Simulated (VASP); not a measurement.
An input for Quantum ESPRESSO's pw.x (written as the equivalent of a VASP run, and not itself run):

```
&CONTROL
  calculation = 'vc-relax'
  pseudo_dir = './pseudo'
  outdir = './out'
  tprnfor = .true.
  tstress = .true.
  nstep = 60
  forc_conv_thr = 0.00078
/
&SYSTEM
  ibrav = 0
  nat = 3
  ntyp = 2
  ecutwfc = 84
  occupations = 'smearing'
  smearing = 'methfessel-paxton'
  degauss = 0.00735
  input_dft = 'pbe'
/
&ELECTRONS
  conv_thr = 7.3e-08
  electron_maxstep = 100
/
&IONS
/
&CELL
/
ATOMIC_SPECIES
  Al 26.982 Al.upf
  Pt 195.084 Pt.upf
CELL_PARAMETERS angstrom
    -0.0000000    2.9713970    2.9713970
     2.9713970   -0.0000000    2.9713970
     2.9713970    2.9713970   -0.0000000
ATOMIC_POSITIONS crystal
  Al   0.2500000  0.2500000  0.2500000
  Al   0.7500000  0.7500000  0.7500000
  Pt   0.0000000  0.0000000  0.0000000
K_POINTS automatic
  8 8 8 0 0 0
```

**Question.** Translate this input to VASP (INCAR, KPOINTS, POSCAR, choice of POTCAR).

**Answer.** Several could match; the one computed here: 
File KPOINTS:
```
Automatic mesh
0
Gamma
8 8 8
0 0 0
```

### INCAR
```
GGA=PE
PREC=Accurate
SYSTEM=PtAl2
EDIFF=1E-6   ! SCF stop (eV)
EDIFFG=-0.02   ! ionic stop
IBRION=2   ! conjugate gradients
ISMEAR=1   ! Methfessel-Paxton
SIGMA=0.1   ! width (eV)
LASPH=.TRUE.
NSW=60   ! most ionic steps
LCHARG=.FALSE.
NELM=100
LMAXMIX=6   ! l cut-off of mixed one-centre charges
ALGO=Normal   ! blocked Davidson
ISIF=3   ! ions, shape and volume
LREAL=.FALSE.   ! projection in real space or not
ENCUT=400   ! plane-wave cut-off (eV)
LWAVE=.FALSE.
```

POSCAR:
```
PtAl2
1.0
  0.0000000000   2.9713969636   2.9713969636
  2.9713969636   0.0000000000   2.9713969636
  2.9713969636   2.9713969636   0.0000000000
Al Pt
2 1
Cart
  1.4856984818   1.4856984818   1.4856984818
  4.4570954454   4.4570954454   4.4570954454
  0.0000000000   0.0000000000   0.0000000000
```

POTCAR, in this order: Al Pt (PBE.64 set). Program: vasp_std.

Limits of the translation: the potentials are each code's own (VASP's PAW set, PseudoDojo norm-conserving files in pw.x), so ENCUT and ecutwfc are chosen apart and not converted; conv_thr bounds pw.x's estimated SCF error, while EDIFF bounds the energy change between steps; forc_conv_thr acts on force components and is met together with etot_conv_thr.

The compound is PtAl2 in the fluorite structure. It was relaxed first. The start is the result of an earlier pass.
